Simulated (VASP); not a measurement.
VASP runs on SiC (zinc blende) share one base input (PBE GGA, plane waves, VASP's PBE PAW potentials (set 64)) and change the settings named in each case.

File KPOINTS:
```
Automatic mesh
0
Gamma
9 9 9
0 0 0
```

### INCAR
```
SYSTEM = SiC
PREC = Accurate; ENCUT = 520; LREAL = .False.
LASPH = .True.
EDIFF = 1E-6; NELM = 100; ALGO = Normal
ISMEAR = 0; SIGMA = 0.05
GGA = PE
ISIF = 2
LWAVE = .False.; LCHARG = .False.
```

### POSCAR
```
SiC
1
    0.0000000000     2.1800000000     2.1800000000
    2.1800000000     0.0000000000     2.1800000000
    2.1800000000     2.1800000000     0.0000000000
Si C
1 1
Direct
  0.0000000000   0.0000000000   0.0000000000
  0.2500000000   0.2500000000   0.2500000000
```

POTCAR, in this order: Si C (PBE.64 set). Program: vasp_std.

```
change                                       E(σ→0) (eV/atom)  pressure (GPa)
-------------------------------------------  ----------------  --------------
base run                                              -7.5290            2.91
ENCUT = 800, POTCAR Si_sv_GW C (PBE.64 set)           -7.5266            2.18
POTCAR Si_GW C (PBE.64 set)                           -7.5241            3.19
POTCAR Si C_s (PBE.64 set)                            -7.5308            2.84
ENCUT = 800, POTCAR Si C_h (PBE.64 set)               -7.5323            2.29
ENCUT = 800                                           -7.5321            2.80
```
 Energies of different potentials or functionals have different zeros.

Left out are runs that ran out of time, are held back, or changed the cell or the kind of run, fixed moments of cells without a moment, rows past the twelfth, gaps on odd meshes, pressures of charged cells and columns that move by less than the noise.

The compound is SiC in the zinc blende structure. The cell was not relaxed at this level.
